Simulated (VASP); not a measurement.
OSZICAR of a VASP run on Ge (diamond):

File OSZICAR:
```
       N       E                     dE             d eps       ncg     rms          rms(c)
DAV:   1     0.142588891790E+02    0.14259E+02   -0.35096E+03   320   0.808E+02
DAV:   2    -0.855821421740E+01   -0.22817E+02   -0.22343E+02   464   0.865E+01
DAV:   3    -0.901735091594E+01   -0.45914E+00   -0.45909E+00   424   0.160E+01
DAV:   4    -0.901810784636E+01   -0.75693E-03   -0.75693E-03   416   0.688E-01
DAV:   5    -0.901810862531E+01   -0.77895E-06   -0.77896E-06   424   0.187E-02    0.308E+00
DAV:   6    -0.895536063359E+01    0.62748E-01   -0.34618E-02   360   0.109E+00    0.189E+00
DAV:   7    -0.892653499590E+01    0.28826E-01   -0.70782E-02   384   0.164E+00    0.125E-01
DAV:   8    -0.892765031030E+01   -0.11153E-02   -0.17247E-03   336   0.264E-01    0.286E-02
DAV:   9    -0.892780751088E+01   -0.15720E-03   -0.16527E-04   448   0.922E-02    0.186E-02
DAV:  10    -0.892781572783E+01   -0.82169E-05   -0.29266E-05   328   0.412E-02    0.696E-03
DAV:  11    -0.892781633344E+01   -0.60562E-06   -0.52618E-07   376   0.474E-03
   1 F= -.89278163E+01 E0= -.89277250E+01  d E =-.892782E+01
       N       E                     dE             d eps       ncg     rms          rms(c)
DAV:   1    -0.902389355124E+01   -0.96078E-01   -0.20399E+00   360   0.771E+00    0.106E+00
DAV:   2    -0.898388307306E+01    0.40010E-01   -0.31391E-02   344   0.135E+00    0.590E-01
DAV:   3    -0.896342841500E+01    0.20455E-01   -0.45750E-02   360   0.110E+00    0.131E-01
DAV:   4    -0.896349593346E+01   -0.67518E-04   -0.23392E-04   328   0.131E-01    0.609E-02
DAV:   5    -0.896351928973E+01   -0.23356E-04   -0.45919E-05   384   0.495E-02    0.588E-03
DAV:   6    -0.896352256346E+01   -0.32737E-05   -0.26073E-06   408   0.120E-02    0.942E-04
DAV:   7    -0.896352295613E+01   -0.39267E-06   -0.29361E-07   192   0.402E-03
   2 F= -.89635230E+01 E0= -.89632384E+01  d E =-.357066E-01
       N       E                     dE             d eps       ncg     rms          rms(c)
DAV:   1    -0.897234149568E+01   -0.88189E-02   -0.14473E-01   368   0.213E+00    0.282E-01
DAV:   2    -0.896959998795E+01    0.27415E-02   -0.20606E-03   352   0.339E-01    0.156E-01
DAV:   3    -0.896821924496E+01    0.13807E-02   -0.31309E-03   368   0.289E-01    0.368E-02
DAV:   4    -0.896822080591E+01   -0.15609E-05   -0.17877E-05   328   0.350E-02    0.132E-02
DAV:   5    -0.896822064587E+01    0.16004E-06   -0.20570E-06   384   0.106E-02
   3 F= -.89682206E+01 E0= -.89679522E+01  d E =-.404043E-01
```

Q: Which electronic solver shows in the log?

A: It is blocked Davidson (ALGO = Normal, or the opening steps of other solvers). The INCAR had ALGO = Normal.

Q: Can the final energy be trusted as converged?

A: The run converged. It stopped with EDIFF = 1E-6, NELM = 100, NSW = 60 and EDIFFG = -0.01 after 3 ionic steps (PBE GGA, plane waves, VASP's PBE PAW potentials (set 64)). Energy and stress use the plane-wave basis of the starting cell.

The compound is Ge in the diamond structure. This run relaxes it. Symmetry was kept, so distortions that lower it aren't found.
